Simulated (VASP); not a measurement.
Computed with PBEsol GGA, VASP's PBE PAW potentials (set 64) (plane waves; VASP 6.6.1).

VASP ran on this input.

POSCAR:
```
TiTe
3.9312540
  0.0000000000   0.7071067043   0.7071067043
  0.7071067043   0.0000000000   0.7071067043
  0.7071067043   0.7071067043   0.0000000000
Ti Te
1 1
Cartesian
  0.0000000000   0.0000000000   0.0000000000
  0.7071067043   0.7071067043   0.7071067043
```

### INCAR
```
# general
SYSTEM  = TiTe
PREC    = Accurate
ENCUT   = 400
LREAL   = .False.
LASPH   = .True.

# electronic loop
EDIFF   = 1E-7
NELM    = 100
ALGO    = Normal
LMAXMIX = 4

# smearing
ISMEAR  = -5

# functional
GGA     = PS

# ions
ISIF    = 2

# output
LWAVE   = .False.
LCHARG  = .True.
LORBIT  = 11
NEDOS   = 601
```

File KPOINTS:
```
Automatic
0
G
 13 13 13
```

POTCAR, in this order: Ti_sv Te (PBE.64 set). Program: vasp_std.

Unless said otherwise, spin-orbit coupling is left out, though it shifts the bands of the heavy elements here.

**Question.** Predict the energy per atom (σ→0), band gap (on the k-mesh).

**Answer.** 
```json
{
  "energy per atom (σ→0)": "-6.310 eV/atom",
  "band gap (on the k-mesh)": "none (metal, semimetal or under 0.01 eV)"
}
```

OSZICAR:
```
...
DAV:   9    -0.126206602147E+02    0.14513E-02   -0.86432E-03  2769   0.118E+00    0.209E-01
DAV:  10    -0.126208729630E+02   -0.21275E-03   -0.19505E-03  3105   0.472E-01    0.758E-02
DAV:  11    -0.126207636525E+02    0.10931E-03   -0.75542E-04  3032   0.299E-01    0.311E-02
DAV:  12    -0.126207589905E+02    0.46620E-05   -0.32848E-05  2627   0.618E-02    0.815E-03
DAV:  13    -0.126207597393E+02   -0.74878E-06   -0.10847E-06  2866   0.107E-02    0.133E-03
DAV:  14    -0.126207595742E+02    0.16506E-06   -0.53429E-08  1502   0.251E-03    0.651E-04
DAV:  15    -0.126207596154E+02   -0.41153E-07   -0.29434E-08  1282   0.142E-03
   1 F= -.12620760E+02 E0= -.12620760E+02  d E =0.000000E+00
```

The structure was generated: TiTe was put into the rock salt type (Fm-3m), which need not be its known phase. It was relaxed first, which changed the volume by -36 %. VASP warned that the highest band is occupied, so more bands are needed.
